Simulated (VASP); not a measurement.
```xyz
6
Lattice="4.3804 0.0000 0.0000 0.0000 4.3804 0.0000 0.0000 0.0000 2.8436" Properties=species:S:1:pos:R:3 pbc="T T T"
Mn     0.0000     0.0000     0.0000
Mn     2.1902     2.1902     1.4218
O      1.3282     1.3282     0.0000
O      3.5184     0.8620     1.4218
O      0.8620     3.5184     1.4218
O      3.0522     3.0522     0.0000
```
Starting moments (μB, in the order of the record's atoms Mn Mn O O O O): 2.4 -2.4 0.0 0.0 0.0 0.0.

The numbers are results of vdW-DF-cx, VASP's PBE PAW potentials (set 64) (plane waves; VASP), not measurements. Settings: 520 eV cut-off, Gaussian smearing of 0.050 eV, potentials Mn_pv O.

Question: Give the spin-up energies of bands 16 to 29 at the high-symmetry points, in eV from the Fermi level.

Answer: 
| band | Γ | Y | C0 | Z | A0 | T | S | R |
|---|---|---|---|---|---|---|---|---|
| 16 | -4.10 | -4.17 | -4.17 | -5.12 | -4.96 | -4.96 | -4.83 | -5.13 |
| 17 | -4.03 | -4.05 | -4.05 | -4.70 | -4.67 | -4.67 | -4.58 | -3.98 |
| 18 | -3.48 | -3.18 | -3.18 | -4.22 | -4.18 | -4.18 | -4.28 | -3.96 |
| 19 | -2.23 | -2.56 | -2.56 | -4.09 | -3.17 | -3.17 | -3.57 | -3.75 |
| 20 | -2.13 | -2.52 | -2.52 | -3.53 | -2.29 | -2.29 | -2.92 | -3.60 |
| 21 | -1.64 | -2.30 | -2.30 | -2.94 | -2.05 | -2.05 | -1.85 | -1.93 |
| 22 | -1.52 | -2.15 | -2.15 | -2.59 | -1.83 | -1.83 | -1.50 | -1.87 |
| 23 | -1.17 | -2.11 | -2.11 | -1.82 | -1.57 | -1.57 | -1.44 | -1.76 |
| 24 | -1.12 | -2.10 | -2.10 | -0.74 | -0.70 | -0.70 | -1.14 | -1.68 |
| 25 | -0.46 | -0.36 | -0.36 | 0.06 | -0.59 | -0.59 | -0.43 | -1.18 |
| 26 | -0.29 | 0.23 | 0.23 | 1.06 | 0.89 | 0.89 | 0.69 | 0.82 |
| 27 | 0.24 | 0.28 | 0.28 | 1.22 | 1.10 | 1.10 | 1.08 | 1.26 |
| 28 | 1.20 | 2.09 | 2.09 | 1.63 | 1.40 | 1.40 | 1.69 | 1.27 |
| 29 | 1.92 | 2.30 | 2.30 | 1.98 | 2.00 | 2.00 | 2.51 | 1.38 |

Question: Give the spin-down energies of bands 16 to 29 at the high-symmetry points, in eV from the Fermi level.

Answer: 
```
band      Γ      Y     C0      Z     A0      T      S      R
----  -----  -----  -----  -----  -----  -----  -----  -----
16    -4.10  -4.17  -4.17  -5.12  -4.96  -4.96  -4.83  -5.13
17    -4.03  -4.05  -4.05  -4.70  -4.67  -4.67  -4.58  -3.98
18    -3.48  -3.18  -3.18  -4.22  -4.18  -4.18  -4.28  -3.96
19    -2.23  -2.56  -2.56  -4.09  -3.17  -3.17  -3.57  -3.75
20    -2.13  -2.52  -2.52  -3.53  -2.29  -2.29  -2.92  -3.60
21    -1.64  -2.30  -2.30  -2.94  -2.05  -2.05  -1.85  -1.93
22    -1.52  -2.15  -2.15  -2.59  -1.83  -1.83  -1.50  -1.87
23    -1.17  -2.11  -2.11  -1.82  -1.57  -1.57  -1.44  -1.76
24    -1.12  -2.10  -2.10  -0.74  -0.70  -0.70  -1.14  -1.68
25    -0.46  -0.36  -0.36   0.06  -0.59  -0.59  -0.43  -1.18
26    -0.29   0.23   0.23   1.06   0.89   0.89   0.69   0.82
27     0.24   0.28   0.28   1.22   1.10   1.10   1.08   1.26
28     1.20   2.09   2.09   1.63   1.40   1.40   1.69   1.27
29     1.92   2.30   2.30   1.98   2.00   2.00   2.51   1.38
```

It has no gap at this level: it comes out as a metal or semimetal.

The compound is MnO2 in the rutile structure. It was relaxed first.
